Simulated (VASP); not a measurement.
Input for VASP

**KPOINTS**
```
Automatic mesh
0
Gamma
7 7 13
0 0 0
```

INCAR:
```
SYSTEM = Hf4CN3
PREC = Accurate
ENCUT = 520
EDIFF = 1E-7
NELM = 100
ALGO = Normal
LREAL = .FALSE.
LASPH = .TRUE.
ISMEAR = -5
GGA = PS
LMAXMIX = 6
LWAVE = .FALSE.
LCHARG = .TRUE.
LORBIT = 11
NEDOS = 601
ISIF = 2
LEFG = .TRUE.
```

**POSCAR**
```
Hf4CN3
6.3927980
 -0.0000386793   0.7071000423   0.7071136151
  0.7071000423  -0.0000386793   0.7071136151
  0.3535306815   0.3535306815   0.0000000000
Hf N C
4 3 1
Cartesian
  0.7070613630   0.7070613630   1.4112434706
  0.7090225336   1.0586308739   1.0606704226
  1.0586308739   0.7090225336   1.0606704226
  0.7070613630   0.7070613630   0.7100973746
  0.3535306815   0.3535306815   0.3535568075
  0.7070807027   0.3535113418   0.7071136151
  0.3535113418   0.7070807027   0.7071136151
  0.7070613630   0.7070613630   1.0606704226
```

POTCAR, in this order: Hf_pv N C (PBE.64 set). Program: vasp_std.

**Question.** Translate this PBEsol calculation to Ansatz.

**Answer.** One equivalent input (not run):
Ansatz 0.2 input:
```yaml
crystal:
  lattice:
    - [-0.0002473, 4.5203477, 4.5204345]
    - [4.5203477, -0.0002473, 4.5204345]
    - [2.2600502, 2.2600502, 0.0000000]
  atoms:
    - { symbol: Hf, position: [0.9978902, 0.9978902, 0.0042196] }
    - { symbol: Hf, position: [0.9971993, 0.5028007, 1.0000000] }
    - { symbol: Hf, position: [0.5028007, 0.9971993, 1.0000000] }
    - { symbol: Hf, position: [0.5021098, 0.5021098, 0.9957804] }
    - { symbol: N, position: [0.2500000, 0.2500000, 0.5000000] }
    - { symbol: N, position: [0.2500000, 0.7500000, 0.5000000] }
    - { symbol: N, position: [0.7500000, 0.2500000, 0.5000000] }
    - { symbol: C, position: [0.7500000, 0.7500000, 0.5000000] }
kpoints:
  mp_grid: { grid: [7, 7, 13] }
hamiltonian:
  xc: pbesol
  pseudopotentials: { kind: paw }
scf:
  occupations: { method: tetrahedron }
  max_iter: 100
output: { forces: true, stress: true, eigenvalues: true }
```
The two are equivalent in intent, not identical: each code has its own PAW files, so the cut-off isn't converted (ENCUT is set for VASP's; basis.ecutwfc is left out, and Ansatz then takes the one that its files recommend); Ansatz stops its SCF on the density residual and VASP on the energy change (EDIFF); the field gradients of LEFG aren't asked of the other code.

The structure was generated: Hf4CN3 was put into an ordered model structure (Cmmm), which need not be its known phase. It was relaxed first.
